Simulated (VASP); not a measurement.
# BeCd2S3 (Cmc2_1) in VASP: single point with r2SCAN

Aim: the single point of BeCd2S3 with r2SCAN.

Program: VASP 6.6.1. These are calculated values, not measurements. Logs are shortened: lines on timing, memory, paths and dates and some standing lists are left out, and cuts for length are marked.

## (1) The structure

Symmetry: Cmc2_1, No. 36, orthorhombic system. The conventional cell has a = 11.825 Å, b = 6.840 Å, c = 6.362 Å, α = 90.00°, β = 90.00°, γ = 90.00°. Be (site symmetry m) has 4 S at 2.12 to 2.17 Å as nearest neighbours. Cd (site symmetry 1) is surrounded by 4 S at 2.56 to 2.57 Å. Around S (site symmetry 1) lie 1 Be at 2.12 Å. Around S (site symmetry m) lie 2 Be at 2.13 to 2.17 Å.

The cell was built by a generator and needn't be a form met in nature.

## (2) Single point, r2SCAN

The input, INCAR:

```
ALGO = Normal ; EDIFF = 1E-6
ENCUT = 520 ; ISIF = 2
ISMEAR = 0 ; KPAR = 4
LASPH = T ; LCHARG = F
LMIXTAU = T ; LREAL = F
LWAVE = F ; METAGGA = R2SCAN
NBANDS = 56 ; NELM = 150
PREC = Accurate ; SIGMA = 0.03
```

The input, KPOINTS:

```
k-points
0
Gamma
  4 4 4
```

The input, POSCAR:

```
BeCd2S3
1.0
    5.9124600000     -3.4199600000      0.0000000000
    5.9124600000      3.4199600000      0.0000000000
    0.0000000000      0.0000000000      6.3618400000
Be Cd S
2 4 6
Direct
    0.1521890000      0.8478110000      0.0015560000
    0.8478110000      0.1521890000      0.5015560000
    0.8319800000      0.4855370000      0.0046430000
    0.1680200000      0.5144630000      0.5046430000
    0.5144630000      0.1680200000      0.0046430000
    0.4855370000      0.8319800000      0.5046430000
    0.4554730000      0.8360940000      0.9064850000
    0.1639060000      0.5445270000      0.9064850000
    0.8780780000      0.1219220000      0.8414910000
    0.8360940000      0.4554730000      0.4064850000
    0.5445270000      0.1639060000      0.4064850000
    0.1219220000      0.8780780000      0.3414910000
```

Potentials or basis: VASP PAW PBE potentials, release 64 (Be, Cd, S).

The run is started by

```sh
$ cat potpaw_PBE.64/Be/POTCAR potpaw_PBE.64/Cd/POTCAR potpaw_PBE.64/S/POTCAR > POTCAR
$ mpirun -np 4 vasp_std > vasp.out
```

OUTCAR:

```text
EDIFF = 1E-6
   ENCUT = 520
   ISIF = 2
   ISMEAR = 0
   LASPH = T
   LREAL = F
   METAGGA = R2SCAN
   NELM = 150
   PREC = Accurate

 ion  position               nearest neighbor table
   1  0.152  0.848  0.002-   7 2.12   8 2.12   9 2.13  12 2.17
   2  0.848  0.152  0.502-  10 2.12  11 2.12  12 2.13   9 2.17
   3  0.832  0.486  0.005-   9 2.56  10 2.56   7 2.57   8 2.57   5 3.75
   4  0.168  0.514  0.505-  12 2.56   8 2.56  11 2.57  10 2.57   6 3.75
   5  0.514  0.168  0.005-   9 2.56  11 2.56   8 2.57   7 2.57   3 3.75
   6  0.486  0.832  0.505-  12 2.56   7 2.56  10 2.57  11 2.57   4 3.75
   7  0.455  0.836  0.906-   1 2.12   6 2.56   3 2.57   5 2.57
   8  0.164  0.545  0.906-   1 2.12   4 2.56   5 2.57   3 2.57
   9  0.878  0.122  0.841-   1 2.13   2 2.17   3 2.56   5 2.56
  10  0.836  0.455  0.406-   2 2.12   3 2.56   6 2.57   4 2.57
  11  0.545  0.164  0.406-   2 2.12   5 2.56   4 2.57   6 2.57
  12  0.122  0.878  0.341-   2 2.13   1 2.17   4 2.56   6 2.56

  LATTYP: Found a base centered orthorhombic cell.
 ALAT       =     6.8399200000
 B/A-ratio  =     1.7288096937
 C/A-ratio  =     0.9301044457

  Lattice vectors:

 A1 = (  -5.9124600000,  -3.4199600000,   0.0000000000)
 A2 = (   5.9124600000,  -3.4199600000,   0.0000000000)
 A3 = (   0.0000000000,   0.0000000000,   6.3618400000)

Analysis of symmetry for initial positions (statically):
=====================================================================
 Subroutine PRICEL returns:
 Original cell was already a primitive cell.

 Routine SETGRP: Setting up the symmetry group for a
 base centered orthorhombic supercell.

 Subroutine GETGRP returns: Found  4 space group operations
 (whereof  2 operations were pure point group operations)
 out of a pool of  8 trial point group operations.

The static configuration has the point symmetry C_1h.
 The point group associated with its full space group is C_2v.

Analysis of symmetry for dynamics (positions and initial velocities):
=====================================================================
 Subroutine PRICEL returns:
 Original cell was already a primitive cell.

 Routine SETGRP: Setting up the symmetry group for a
 base centered orthorhombic supercell.

 Subroutine GETGRP returns: Found  4 space group operations
 (whereof  2 operations were pure point group operations)
 out of a pool of  8 trial point group operations.

The dynamic configuration has the point symmetry C_1h.
 The point group associated with its full space group is C_2v.

 Subroutine INISYM returns: Found  4 space group operations
 (whereof  2 operations are pure point group operations),
 and found     1 'primitive' translations

----------------------------------------------------------------------------------------

                                     Primitive cell

  volume of cell :     257.2776

  direct lattice vectors                    reciprocal lattice vectors
     5.912460000 -3.419960000  0.000000000     0.084567168 -0.146200540  0.000000000
     5.912460000  3.419960000  0.000000000     0.084567168  0.146200540  0.000000000
     0.000000000  0.000000000  6.361840000     0.000000000  0.000000000  0.157187229

  length of vectors
     6.830322807  6.830322807  6.361840000     0.168897022  0.168897022  0.157187229

  position of ions in fractional coordinates (direct lattice)
     0.152189000  0.847811000  0.001556000
     0.847811000  0.152189000  0.501556000
     0.831980000  0.485537000  0.004643000
     0.168020000  0.514463000  0.504643000
     0.514463000  0.168020000  0.004643000
     0.485537000  0.831980000  0.504643000
     0.455473000  0.836094000  0.906485000
     0.163906000  0.544527000  0.906485000
     0.878078000  0.121922000  0.841491000
     0.836094000  0.455473000  0.406485000
     0.544527000  0.163906000  0.406485000
     0.121922000  0.878078000  0.341491000

  ion indices of the primitive-cell ions
   primitive index   ion index
                 1           1
                 2           2
                 3           3
                 4           4
                 5           5
                 6           6
                 7           7
                 8           8
                 9           9
                10          10
                11          11
                12          12

----------------------------------------------------------------------------------------

 KPOINTS: k-points

Automatic generation of k-mesh.
 Grid dimensions read from file:
 generate k-points for:    4    4    4

 Generating k-lattice:

  Cartesian coordinates                     Fractional coordinates (reciprocal lattice)
     0.021141792 -0.036550135  0.000000000     0.250000000 -0.000000000  0.000000000
     0.021141792  0.036550135  0.000000000    -0.000000000  0.250000000  0.000000000
     0.000000000  0.000000000  0.039296807     0.000000000  0.000000000  0.250000000

  Length of vectors
     0.042224255  0.042224255  0.039296807

  Shift w.r.t. Gamma in fractional coordinates (k-lattice)
     0.000000000  0.000000000  0.000000000

 Subroutine IBZKPT returns following result:
 ===========================================

 Found     21 irreducible k-points:

 Following reciprocal coordinates:
            Coordinates               Weight
  0.000000  0.000000  0.000000      1.000000
  0.250000 -0.000000  0.000000      4.000000
  0.500000 -0.000000  0.000000      2.000000
  0.250000  0.250000  0.000000      2.000000
  0.500000  0.250000  0.000000      4.000000
 -0.250000  0.250000  0.000000      2.000000
[... 13 lines left out ...]
 -0.250000  0.250000  0.500000      2.000000
  0.500000  0.500000  0.500000      1.000000
   k-points           NKPTS =     21   k-points in BZ     NKDIM =     21   number of bands    NBANDS=     56
   number of dos      NEDOS =    301   number of ions     NIONS =     12
   total plane-waves  NPLWV = 139968
   dimension x,y,z NGX =    54 NGY =   54 NGZ =   48
   dimension x,y,z NGXF=   108 NGYF=  108 NGZF=   96
   ions per type =               2   4   6
   NGX,Y,Z   is equivalent  to a cutoff of  13.14, 13.14, 12.54 a.u.
   NGXF,Y,Z  is equivalent  to a cutoff of  26.29, 26.29, 25.09 a.u.
 SYSTEM =  unknown system
   PREC   = accura    normal or accurate (medium, high low for compatibility)
   ISTART =      0    job   : 0-new  1-cont  2-samecut
   ICHARG =      2    charge: 1-file 2-atom 10-const
   ISPIN  =      1    spin polarized calculation?
   LNONCOLLINEAR =      F non collinear calculations
   LSORBIT =      F    spin-orbit coupling
   LASPH  =      T    aspherical Exc in radial PAW
   ENCUT  =  520.0 eV  38.22 Ry    6.18 a.u.  12.70 12.70 11.83*2*pi/ulx,y,z
   NELM   =    150;   NELMIN=  2; NELMDL= -5     # of ELM steps
   EDIFF  = 0.1E-05   stopping-criterion for ELM
   LREAL  =      F    real-space projection
[... 7 lines left out ...]
   TEBEG  =    0.0;   TEEND  =   0.0 temperature during run
   PSTRESS=    0.0 pullay stress
   NELECT =      88.0000    total number of electrons
   NUPDOWN=      -1.0000    fix difference up-down
   EMIN   =  10.00;   EMAX   =-10.00  energy-range for DOS
   EFERMI =   0.00;   METHOD = LEGACY
   ISMEAR =     0;   SIGMA  =   0.03  broadening in eV -4-tet -1-fermi 0-gaus
   EFERMI_NEDOS =   21; number of points for ismear=-14 and -15
   IALGO  =     38    algorithm
   IMIX   =      4    mixing-type and parameters
     AMIX     =   0.40;   BMIX     =  1.00
     AMIX_MAG =   1.60;   BMIX_MAG =  1.00
  volume/ion in A,a.u.               =      21.44       144.68
  Fermi-wavevector in a.u.,A,eV,Ry     =   1.144902  2.163551 17.834531  1.310801
  Thomas-Fermi vector in A             =   2.281593
   LORBIT       =      0    0 simple, 1 ext, 2 COOP (PROOUT), +10 PAW based schemes
   METAGGA = R2SCAN    functional components
   LHFCALC =     F    Hartree Fock is set to
   AEXX    =    0.0000 exact exchange contribution
   IVDW    =     0    specifies the selected vdW correction
   LEPSILON=     F    determine dielectric tensor
   LRPA    =     F    only Hartree local field effects (RPA)
 non-spin polarized calculation
 Gauss-broadening in eV      SIGMA  =   0.03
  energy-cutoff  :      520.00
  volume of cell :      257.28
 maximum number of plane-waves:      6956
 NGX is ok and might be reduce to    54
   NGX = 25   NGY = 25   NGZ = 23

 number of electron      87.9999995 magnetization

 Free energy of the ion-electron system (eV)
  ---------------------------------------------------
  ext. energy  EPLUGINS =         0.00000000
  ---------------------------------------------------
  free energy    TOTEN  =      -148.04015425 eV

  energy without entropy =     -148.04015425  energy(sigma->0) =     -148.04015425

 E-fermi :   1.6970     XC(G=0):  -9.8483

 val. band max:        1.5736037939   @ k =   0.0000   0.0000   0.0000
 cond. band min:       4.0053303316   @ k =   0.0000   0.0000   0.0000
 fundamental gap:      2.4317265377
 Fermi energy:         1.6970260290

 k-point     1 :       0.0000    0.0000    0.0000
  band No.  band energies     occupation
      1     -11.5369      2.00000
      2     -10.7960      2.00000
      3     -10.5157      2.00000
      4     -10.5066      2.00000
      5     -10.4990      2.00000
      6     -10.4957      2.00000
[... 48 lines left out ...]
     55       9.0067      0.00000
     56       9.3877      0.00000

 k-point     2 :       0.2500   -0.0000    0.0000
  band No.  band energies     occupation
      1     -11.4456      2.00000
      2     -10.8483      2.00000
      3     -10.5757      2.00000
      4     -10.5708      2.00000
      5     -10.4717      2.00000
      6     -10.4467      2.00000
[... 48 lines left out ...]
     55       9.0202      0.00000
     56       9.1054      0.00000
[... 1060 lines left out ...]
     55       8.2670      0.00000
     56       8.2670      0.00000

 k-point    21 :       0.5000    0.5000    0.5000
  band No.  band energies     occupation
      1     -11.0421      2.00000
      2     -11.0421      2.00000
      3     -10.6110      2.00000
      4     -10.6110      2.00000
      5     -10.5137      2.00000
      6     -10.5137      2.00000
[... 48 lines left out ...]
     55       8.1619      0.00000
     56       8.1619      0.00000

------------------------ aborting loop because EDIFF is reached ----------------------------------------

  FORCE on cell =-STRESS in cart. coord.  units (eV):
  Direction    XX          YY          ZZ          XY          YZ          ZX
  --------------------------------------------------------------------------------------
  -------------------------------------------------------------------------------------
  Total       -1.8458898     -1.9540838     -1.9412725      0.0000000      0.0000000      0.0000000
  in kB      -11.4951431    -12.1689130    -12.0891315      0.0000000      0.0000000      0.0000000
  external PRESSURE =     -11.9177292 kB  Pullay stress =       0.0000000 kB

 VOLUME and BASIS-vectors are now :
 -----------------------------------------------------------------------------
  energy-cutoff  :      520.00
  volume of cell :      257.28
      direct lattice vectors                 reciprocal lattice vectors
     5.912460000 -3.419960000  0.000000000     0.084567168 -0.146200540  0.000000000
     5.912460000  3.419960000  0.000000000     0.084567168  0.146200540  0.000000000
     0.000000000  0.000000000  6.361840000     0.000000000  0.000000000  0.157187229

 POSITION                                       TOTAL-FORCE (eV/Angst)
 -----------------------------------------------------------------------------------
      5.91246      2.37900      0.00990        -0.000000     -0.005176     -0.001559
      5.91246     -2.37900      3.19082        -0.000000      0.005176     -0.001559
      7.78977     -1.18482      0.02954         0.005936     -0.001138     -0.010785
      4.03515      1.18482      3.21046        -0.005936      0.001138     -0.010785
      4.03515     -1.18482      0.02954        -0.005936     -0.001138     -0.010785
      7.78977      1.18482      3.21046         0.005936      0.001138     -0.010785
      7.63634      1.30171      5.76691         0.095273     -0.066162     -0.024985
      4.18858      1.30171      5.76691        -0.095273     -0.066162     -0.024985
      5.91246     -2.58602      5.35343        -0.000000      0.085183      0.073099
      7.63634     -1.30171      2.58599         0.095273      0.066162     -0.024985
      4.18858     -1.30171      2.58599        -0.095273      0.066162     -0.024985
      5.91246      2.58602      2.17251        -0.000000     -0.085183      0.073099
 -----------------------------------------------------------------------------------
    total drift:                               -0.000000      0.000000     -0.004358

  FREE ENERGIE OF THE ION-ELECTRON SYSTEM (eV)
  ---------------------------------------------------
  free  energy   TOTEN  =      -148.0401542499 eV

  energy  without entropy=     -148.0401542499  energy(sigma->0) =     -148.04015425
```

It took 19 min on 4 MPI ranks of Intel Xeon Platinum 8175M at 2.50GHz (Skylake/Cascade Lake), shared host; peak memory 0.54 GiB.

What came out:

* Free energy: -148.0402 eV
* Pressure: -1.2 GPa
* Largest force: 0.119 eV/Å
* Band gap on the k mesh: 2.43 eV, direct

Forces on the atoms (eV/Å):
```
Be   0.000 -0.005 -0.002
Be   0.000  0.005 -0.002
Cd   0.006 -0.001 -0.011
Cd  -0.006  0.001 -0.011
Cd  -0.006 -0.001 -0.011
Cd   0.006  0.001 -0.011
S    0.095 -0.066 -0.025
S   -0.095 -0.066 -0.025
S    0.000  0.085  0.073
S    0.095  0.066 -0.025
S   -0.095  0.066 -0.025
S    0.000 -0.085  0.073
```

Levels at points of the mesh, in eV from the valence-band top:
```csv
k point,band 40,band 41,band 42,band 43,band 44,band 45,band 46,band 47,band 48,band 49
"(0.00, 0.00, 0.00)",-0.68,-0.59,-0.11,-0.03,0.00,2.43,3.36,4.77,4.98,5.55
"(0.50, 0.00, 0.00)",-0.86,-0.78,-0.71,-0.71,-0.44,3.84,3.93,4.49,4.64,5.39
"(0.50, 0.50, 0.00)",-1.18,-0.73,-0.70,-0.61,-0.37,3.62,4.02,4.42,4.76,5.36
"(0.00, 0.00, 0.50)",-0.72,-0.42,-0.42,-0.29,-0.29,3.65,3.65,5.22,5.22,5.31
"(0.50, 0.00, 0.50)",-1.10,-0.91,-0.91,-0.81,-0.81,3.98,3.98,4.82,4.82,5.31
"(0.50, 0.50, 0.50)",-1.08,-0.97,-0.97,-0.63,-0.63,4.16,4.16,4.75,4.75,5.07
```

Caveat: the PAW data sets were made with another functional, which shifts forces and pressure a little. r2SCAN opens gaps a little over a GGA but as a rule still falls short of measured ones.
